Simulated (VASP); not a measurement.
Input:

```yaml
crystal:
  lattice:
    - [1.65851, -2.87262, 0.00000]
    - [1.65851, 2.87262, 0.00000]
    - [0.00000, 0.00000, 5.16218]
  atoms:
    - { symbol: Sc, position: [0.33333, 0.66667, 0.25000] }
    - { symbol: Sc, position: [0.66667, 0.33333, 0.75000] }
```

Computed with PBE GGA, VASP's PBE PAW potentials (set 64) (plane waves; VASP). Run with 530 eV cut-off, 11×11×7 Γ-centred mesh, first-order Methfessel-Paxton smearing of 0.10 eV, potentials Sc_sv.

Finite-difference elastic constants of metals are sensitive to mesh and smearing; shear constants can be off by tens of GPa.

Task: Give the elastic stiffness tensor with the ions relaxed (GPa, in the frame of the cell).

Result: 
```json
[
 {"": "xx", "xx": "102", "yy": "41.0", "zz": "25.5", "yz": "0.0", "xz": "0.0", "xy": "0.0"},
 {"": "yy", "xx": "41.0", "yy": "102", "zz": "25.5", "yz": "0.0", "xz": "0.0", "xy": "0.0"},
 {"": "zz", "xx": "25.5", "yy": "25.5", "zz": "109", "yz": "0.0", "xz": "0.0", "xy": "0.0"},
 {"": "yz", "xx": "0.0", "yy": "0.0", "zz": "0.0", "yz": "28.2", "xz": "0.0", "xy": "0.0"},
 {"": "xz", "xx": "0.0", "yy": "0.0", "zz": "0.0", "yz": "0.0", "xz": "28.2", "xy": "0.0"},
 {"": "xy", "xx": "0.0", "yy": "0.0", "zz": "0.0", "yz": "0.0", "xz": "0.0", "xy": "30.6"}
]
```

Task: Estimate the Hill bulk modulus, Hill shear modulus, Young's modulus, Poisson's ratio.

Result: 
| Property | Result |
|---|---|
| Hill bulk modulus | 55.3 GPa |
| Hill shear modulus | 31.8 GPa |
| Young's modulus | 80.0 GPa |
| Poisson's ratio | 0.259 |

Measured: C11 99.0 GPa (computed value off by +3.3 %), C13 29.0 GPa (computed value off by -11.9 %), C33 107 GPa (computed value off by +2.3 %), C44 28.0 GPa (computed value off by +0.6 %), as given by Michael J. Mehl et al., Physical review. B, Condensed matter (1996), arXiv:mtrl-th/9602003. The calculation is for a static lattice, while the measured C11, C13, C33, C44 hold thermal and zero-point effects, which are part of the difference.

The compound is Sc in the hcp structure. It was relaxed first.
